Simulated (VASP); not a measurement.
Here is the system:

```xyz
1
Lattice="-2.6400 2.6400 2.6400 2.6400 -2.6400 2.6400 2.6400 2.6400 -2.6400" Properties=species:S:1:pos:R:3 pbc="T T T"
K      0.0000     0.0000     0.0000
```

Computed with optB86b-vdW, VASP's PBE PAW potentials (set 64) (plane waves; VASP 6.6.1). Run with 520 eV cut-off, 9×9×9 Γ-centred mesh, first-order Methfessel-Paxton smearing of 0.10 eV, potentials K_sv.

Energy and stress use the plane-wave basis of the starting cell.

**Question.** The ions, cell shape and volume are relaxed. Give the cell that the relaxation ends in.

**Answer.** 
```xyz
1
Lattice="-2.5973 2.5973 2.5973 2.5973 -2.5973 2.5973 2.5973 2.5973 -2.5973" Properties=species:S:1:pos:R:3 pbc="T T T"
K      2.5973     2.5973    -2.5973
```
Space group Im-3m (229), at a tolerance of 0.03 Å.

**Question.** How do energy and volume change from the first to the last step?

**Answer.** The energy (σ→0) changes by -2.1 meV/atom and the volume by -4.8 %, in 4 ionic steps.

| step | E(σ→0) (eV) | max force (eV/Å) | pressure (GPa) | volume (Å³) |
|---|---|---|---|---|
| 1 | 1.1864 | 0.000 | -0.18 | 73.60 |
| 2 | 1.1855 | 0.000 | -0.14 | 72.73 |
| 3 | 1.1844 | 0.000 | -0.04 | 70.81 |
| 4 | 1.1843 | 0.000 | 0.00 | 70.09 |

The compound is K in the bcc structure. This run relaxes it. Symmetry was kept, so distortions that lower it aren't found.
